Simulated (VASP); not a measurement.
A convergence study with VASP on Yb: one setting is varied, all else stays as given below, so the limit is that of these other settings.

```yaml
crystal:
  lattice:
    - [3.89432, 0.00000, 0.00000]
    - [1.94716, 3.37258, 0.00000]
    - [0.00000, 0.00000, 23.53911]
  atoms:
    - { symbol: Yb, position: [0.00000, 0.00000, 0.29738] }
    - { symbol: Yb, position: [0.33333, 0.33333, 0.43246] }
    - { symbol: Yb, position: [0.66667, 0.66667, 0.56754] }
    - { symbol: Yb, position: [0.00000, 0.00000, 0.70262] }
```

Calculation: PBE GGA, VASP's PBE PAW potentials (set 64) (plane waves; VASP 6.6.1). The tightest run used: 600 eV cut-off, 9×9×1 Γ-centred mesh, Fermi-Dirac smearing of 0.10 eV, potentials Yb_2.

The 4f electrons are frozen in the core of the lanthanide potential, so 4f levels, which can set the real gap, and their magnetism are missing.

Task: The settings run are ENCUT = 150; ENCUT = 180; ENCUT = 210; ENCUT = 255; ENCUT = 360; ENCUT = 450; ENCUT = 600. From which on does the energy per atom stay within 0.001 eV/atom of the tightest run?

Result: From ENCUT = 255 on: it is off by 0.0007 there and by no more than 0.001 in any finer run, while ENCUT = 210 is off by 0.0020.
```csv
setting,E (eV/atom),largest force (eV/Å),plane waves,difference judged (eV/atom)
ENCUT = 150,-1.2702,0.103,1314,0.0095
ENCUT = 180,-1.2755,0.105,1708,0.0041
ENCUT = 210,-1.2777,0.106,2162,0.0020
ENCUT = 255,-1.2789,0.107,2883,0.0007
ENCUT = 360,-1.2795,0.107,4842,0.0002
ENCUT = 450,-1.2796,0.106,6765,0.0000
ENCUT = 600,-1.2797,0.107,10368,0.0000
```

Left out are rungs that failed or repeat a setting and relaxations that didn't move; long series are thinned to 24 rows.

The cell is a sheet or thin cut with vacuum, built from a generated structure.
